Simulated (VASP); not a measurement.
# BPd4 (Pmm2) in VASP: notebook

Aim: see how the results for BPd4 move with the level of theory and the settings. Levels: revPBE, BLYP, AM05, PW91. Tasks: band structure.

Program: VASP 6.6.1. These are calculated values, not measurements. Logs are shortened: lines on timing, memory, paths and dates and some standing lists are left out, and cuts for length are marked.

## Step 1: The structure

The structure is orthorhombic, space group Pmm2 (No. 25). The conventional cell has a = 2.892 Å, b = 4.365 Å, c = 5.856 Å, α = 90.00°, β = 90.00°, γ = 90.00°. Around Pd (site symmetry mm2) lie 1 B at 1.96 Å. Around Pd (site symmetry mm2) lie 2 B at 2.03 Å. Pd (site symmetry mm2) is surrounded by 10 Pd at 2.73 to 3.07 Å. Pd (site symmetry mm2) is surrounded by 2 B at 2.18 Å. Around B (site symmetry mm2) lie 5 Pd at 1.96 to 2.18 Å.

The cell comes from a database or a generator and needn't be the stable form of this composition.

## Step 2: Band structure, revPBE

The input, INCAR:

```
SYSTEM = BPd4
  PREC = Accurate
  ENCUT = 520
  EDIFF = 1E-6
  ISMEAR = -1
  SIGMA = 0.05
  LREAL = .FALSE.
  LASPH = .TRUE.
  NELM = 100
  ALGO = Fast
  ISIF = 2
  LWAVE = .FALSE.
  LCHARG = .FALSE.
  LMAXMIX = 4
  GGA = RE
  NBANDS = 30
```

The input, KPOINTS:

```
regular mesh
0
G
  7 5 4
  0 0 0
```

The input, POSCAR:

```
BPd4
1.0
    2.8920299704      0.0000000000      0.0000000000
    0.0000000000      4.3650077954      0.0000000000
    0.0000000000      0.0000000000      5.8563150000
Pd B
4 1
Direct
    0.5000000000      0.0000000000      0.1975780000
    0.0000000000      0.0000000000      0.6194700000
    0.0000000000      0.5000000000      0.3291640000
    0.5000000000      0.5000000000      0.8675610000
    0.5000000000      0.0000000000      0.8632270000
```

The input, KPOINTS_OPT:

```
path GXSYGZURTZ,YT,UX,SR
10
line-mode
reciprocal
 0.0000000000  0.0000000000  0.0000000000  G
 0.5000000000  0.0000000000  0.0000000000  X

 0.5000000000  0.0000000000  0.0000000000  X
 0.5000000000  0.5000000000  0.0000000000  S

 0.5000000000  0.5000000000  0.0000000000  S
 0.0000000000  0.5000000000  0.0000000000  Y

 0.0000000000  0.5000000000  0.0000000000  Y
 0.0000000000  0.0000000000  0.0000000000  G

 0.0000000000  0.0000000000  0.0000000000  G
 0.0000000000  0.0000000000  0.5000000000  Z

 0.0000000000  0.0000000000  0.5000000000  Z
 0.5000000000  0.0000000000  0.5000000000  U

 0.5000000000  0.0000000000  0.5000000000  U
 0.5000000000  0.5000000000  0.5000000000  R

 0.5000000000  0.5000000000  0.5000000000  R
 0.0000000000  0.5000000000  0.5000000000  T

 0.0000000000  0.5000000000  0.5000000000  T
 0.0000000000  0.0000000000  0.5000000000  Z

 0.0000000000  0.5000000000  0.0000000000  Y
 0.0000000000  0.5000000000  0.5000000000  T

 0.5000000000  0.0000000000  0.5000000000  U
 0.5000000000  0.0000000000  0.0000000000  X

 0.5000000000  0.5000000000  0.0000000000  S
 0.5000000000  0.5000000000  0.5000000000  R
```

Potentials or basis: VASP PAW PBE potentials, release 64 (Pd, B).

Run with:

```sh
cat potpaw_PBE.64/Pd/POTCAR potpaw_PBE.64/B/POTCAR > POTCAR
mpirun -np 1 vasp_std > vasp.out
```

OUTCAR:

```text
SYSTEM = BPd4
   PREC = Accurate
   ENCUT = 520
   EDIFF = 1E-6
   ISMEAR = -1
   LREAL = .FALSE.
   LASPH = .TRUE.
   NELM = 100
   ISIF = 2
   GGA = RE

 ion  position               nearest neighbor table
   1  0.500  0.000  0.198-   5 1.96   3 2.73   3 2.73   3 2.73   3 2.73   2 2.86   2 2.86   4 2.92
                             4 2.92
   2  0.000  0.000  0.619-   5 2.03   5 2.03   3 2.77   3 2.77   1 2.86   1 2.86   4 2.99   4 2.99
                             4 2.99   4 2.99
   3  0.000  0.500  0.329-   1 2.73   1 2.73   1 2.73   1 2.73   2 2.77   2 2.77   4 3.07   4 3.07

   4  0.500  0.500  0.868-   5 2.18   5 2.18   1 2.92   1 2.92   2 2.99   2 2.99   2 2.99   2 2.99
                             3 3.07   3 3.07
   5  0.500  0.000  0.863-   1 1.96   2 2.03   2 2.03   4 2.18   4 2.18

  LATTYP: Found a simple orthorhombic cell.
 ALAT       =     2.8920299704
 B/A-ratio  =     1.5093231537
 C/A-ratio  =     2.0249842014

  Lattice vectors:

 A1 = (   2.8920299704,   0.0000000000,   0.0000000000)
 A2 = (   0.0000000000,   4.3650077954,   0.0000000000)
 A3 = (   0.0000000000,   0.0000000000,   5.8563150000)

Analysis of symmetry for initial positions (statically):
=====================================================================
 Subroutine PRICEL returns:
 Original cell was already a primitive cell.

 Routine SETGRP: Setting up the symmetry group for a
 simple orthorhombic supercell.

 Subroutine GETGRP returns: Found  4 space group operations
 (whereof  4 operations were pure point group operations)
 out of a pool of  8 trial point group operations.

The static configuration has the point symmetry C_2v.

Analysis of symmetry for dynamics (positions and initial velocities):
=====================================================================
 Subroutine PRICEL returns:
 Original cell was already a primitive cell.

 Routine SETGRP: Setting up the symmetry group for a
 simple orthorhombic supercell.

 Subroutine GETGRP returns: Found  4 space group operations
 (whereof  4 operations were pure point group operations)
 out of a pool of  8 trial point group operations.

The dynamic configuration has the point symmetry C_2v.

 Subroutine INISYM returns: Found  4 space group operations
 (whereof  4 operations are pure point group operations),
 and found     1 'primitive' translations

----------------------------------------------------------------------------------------

[... 100 lines left out ...]
   EDIFFG = 0.1E-04   stopping-criterion for IOM
   NSW    =      0    number of steps for IOM
   IBRION =     -1    ionic relax: 0-MD 1-quasi-New 2-CG
   NFREE  =      0    steps in history (QN), initial steepest desc. (CG)
   ISIF   =      2    stress and relaxation
   ISYM   =      2    0-nonsym 1-usesym 2-fastsym
   POTIM  = 0.5000    time-step for ionic-motion
   TEBEG  =    0.0;   TEEND  =   0.0 temperature during run
   PSTRESS=    0.0 pullay stress
   NELECT =      43.0000    total number of electrons
   NUPDOWN=      -1.0000    fix difference up-down
   EMIN   =  10.00;   EMAX   =-10.00  energy-range for DOS
   EFERMI =   0.00;   METHOD = LEGACY
   ISMEAR =    -1;   SIGMA  =   0.05  broadening in eV -4-tet -1-fermi 0-gaus
   EFERMI_NEDOS =   21; number of points for ismear=-14 and -15
   IALGO  =     68    algorithm
   IMIX   =      4    mixing-type and parameters
     AMIX     =   0.40;   BMIX     =  1.00
     AMIX_MAG =   1.60;   BMIX_MAG =  1.00
  volume/ion in A,a.u.               =      14.79        99.78
  Fermi-wavevector in a.u.,A,eV,Ry     =   1.366554  2.582413 25.408482  1.867471
  Thomas-Fermi vector in A             =   2.492685
   LORBIT       =      0    0 simple, 1 ext, 2 COOP (PROOUT), +10 PAW based schemes
   GGA     = RE    functional components
   LHFCALC =     F    Hartree Fock is set to
   AEXX    =    0.0000 exact exchange contribution
   IVDW    =     0    specifies the selected vdW correction
   LEPSILON=     F    determine dielectric tensor
   LRPA    =     F    only Hartree local field effects (RPA)
 non-spin polarized calculation
 RMM-DIIS sequential band-by-band and
  energy-cutoff  :      520.00
  volume of cell :       73.93
 maximum number of plane-waves:      2008
 NGX is ok and might be reduce to    24
   NGX = 11   NGY = 17   NGZ = 21

 number of electron      42.9999999 magnetization

 Free energy of the ion-electron system (eV)
  ---------------------------------------------------
  ext. energy  EPLUGINS =         0.00000000
  ---------------------------------------------------
  free energy    TOTEN  =       -25.47395138 eV

  energy without entropy =      -25.45352161  energy(sigma->0) =      -25.46373649

 E-fermi :   8.1269     XC(G=0): -12.2306

 val. band max:        8.1237530271   @ k =   0.4286   0.0000   0.0000
 cond. band min:       8.1643304052   @ k =   0.0000   0.0000   0.5000
 fundamental gap:      0.0405773781
 Fermi energy:         8.1268565821

 k-point     1 :       0.0000    0.0000    0.0000
  band No.  band energies     occupation
      1      -1.3680      2.00000
      2       2.6863      2.00000
      3       2.8778      2.00000
      4       3.5548      2.00000
      5       3.5956      2.00000
      6       4.1589      2.00000
[... 781 lines left out ...]
     29      16.5473      0.00000
     30      17.6160      0.00000

 [... further k-points ...]

------------------------ aborting loop because EDIFF is reached ----------------------------------------

  FORCE on cell =-STRESS in cart. coord.  units (eV):
  Direction    XX          YY          ZZ          XY          YZ          ZX
  --------------------------------------------------------------------------------------
  -------------------------------------------------------------------------------------
  Total        0.6985063      0.9630922      0.7206993      0.0000000      0.0000000      0.0000000
  in kB       15.1380065     20.8721030     15.6189715      0.0000000      0.0000000      0.0000000
  external PRESSURE =      17.2096937 kB  Pullay stress =       0.0000000 kB

 VOLUME and BASIS-vectors are now :
 -----------------------------------------------------------------------------
  energy-cutoff  :      520.00
  volume of cell :       73.93
      direct lattice vectors                 reciprocal lattice vectors
     2.892029970  0.000000000  0.000000000     0.345777883  0.000000000  0.000000000
     0.000000000  4.365007795  0.000000000     0.000000000  0.229094665  0.000000000
     0.000000000  0.000000000  5.856315000     0.000000000  0.000000000  0.170755842

 POSITION                                       TOTAL-FORCE (eV/Angst)
 -----------------------------------------------------------------------------------
      1.44601      0.00000      1.15708         0.000000      0.000000     -0.196511
      0.00000      0.00000      3.62781         0.000000      0.000000      0.009229
      0.00000      2.18250      1.92769         0.000000      0.000000      0.067681
      1.44601      2.18250      5.08071         0.000000      0.000000      0.071816
      1.44601      0.00000      5.05533         0.000000      0.000000      0.047785
 -----------------------------------------------------------------------------------
    total drift:                                0.000000     -0.000000     -0.000343

  FREE ENERGIE OF THE ION-ELECTRON SYSTEM (eV)
  ---------------------------------------------------
  free  energy   TOTEN  =       -25.4739513754 eV

  energy  without entropy=      -25.4535216124  energy(sigma->0) =      -25.46373649
```

OSZICAR:

```text
N       E                     dE             d eps       ncg     rms          rms(c)
DAV:   1     0.267726177135E+03    0.26773E+03   -0.21458E+04  2160   0.137E+03
DAV:   2    -0.194290224973E+02   -0.28716E+03   -0.27231E+03  2304   0.315E+02
DAV:   3    -0.274031455657E+02   -0.79741E+01   -0.78565E+01  2478   0.556E+01
[... 43 lines left out ...]
DAV:   9     0.779641339639E+04   -0.29285E-06     1500
       N       E                     dE             ncg
DAV:   1     0.324018007191E+05   -0.15601E+05      720
DAV:   2     0.292003935534E+05   -0.32014E+04      762
DAV:   3     0.291060934043E+05   -0.94300E+02      834
DAV:   4     0.291051476905E+05   -0.94571E+00      774
DAV:   5     0.291051296642E+05   -0.18026E-01      840
DAV:   6     0.291051291213E+05   -0.54291E-03      804
DAV:   7     0.291051291020E+05   -0.19210E-04      828
DAV:   8     0.291051291015E+05   -0.59537E-06      506
```

Run time: 2.5 min. Hardware: 1 thread of Intel Xeon Platinum 8488C (Sapphire Rapids), shared host; peak memory 0.26 GiB.

What came out:

```
Free energy             : -25.4740 eV
Pressure                : 1.7 GPa
Largest force           : 0.197 eV/Å
Band gap along the path : none (metal or under the smearing width)
```

Forces on the atoms (eV/Å):
```
Pd   0.000  0.000 -0.197
Pd   0.000  0.000  0.009
Pd   0.000  0.000  0.068
Pd   0.000  0.000  0.072
B    0.000  0.000  0.048
```

Stress tensor (GPa, compression positive):
```
1.51 0.00 0.00
0.00 2.09 0.00
0.00 0.00 1.56
```

Levels at the corners of the path, in eV from the Fermi level:
```
point  band 19  band 20  band 21  band 22  band 23  band 24
    Γ    -1.21    -0.83    -0.55    -0.28     0.05     0.42
    X    -0.62    -0.33     0.41     0.46     1.77     2.51
    X    -0.62    -0.33     0.41     0.46     1.77     2.51
    S    -0.39    -0.06     0.76     1.46     2.32     2.40
    S    -0.39    -0.06     0.76     1.46     2.32     2.40
    Y    -0.99    -0.88    -0.86    -0.75    -0.46     1.42
    Y    -0.99    -0.88    -0.86    -0.75    -0.46     1.42
    Γ    -1.21    -0.83    -0.55    -0.28     0.05     0.42
    Γ    -1.21    -0.83    -0.55    -0.28     0.05     0.42
    Z    -1.25    -1.11    -0.84     0.04     1.60     1.94
    Z    -1.25    -1.11    -0.84     0.04     1.60     1.94
    U    -0.58    -0.31     0.00     0.55     1.54     2.38
    U    -0.58    -0.31     0.00     0.55     1.54     2.38
    R    -0.62    -0.20    -0.17     1.04     2.23     2.44
    R    -0.62    -0.20    -0.17     1.04     2.23     2.44
    T    -0.96    -0.89    -0.82    -0.47    -0.44    -0.13
    T    -0.96    -0.89    -0.82    -0.47    -0.44    -0.13
    Z    -1.25    -1.11    -0.84     0.04     1.60     1.94
    Y    -0.99    -0.88    -0.86    -0.75    -0.46     1.42
    T    -0.96    -0.89    -0.82    -0.47    -0.44    -0.13
    U    -0.58    -0.31     0.00     0.55     1.54     2.38
    X    -0.62    -0.33     0.41     0.46     1.77     2.51
    S    -0.39    -0.06     0.76     1.46     2.32     2.40
    R    -0.62    -0.20    -0.17     1.04     2.23     2.44
```

Caveat: the PAW data sets were made with another functional, which shifts forces and pressure a little.

(Continued in part 2 of 2.)
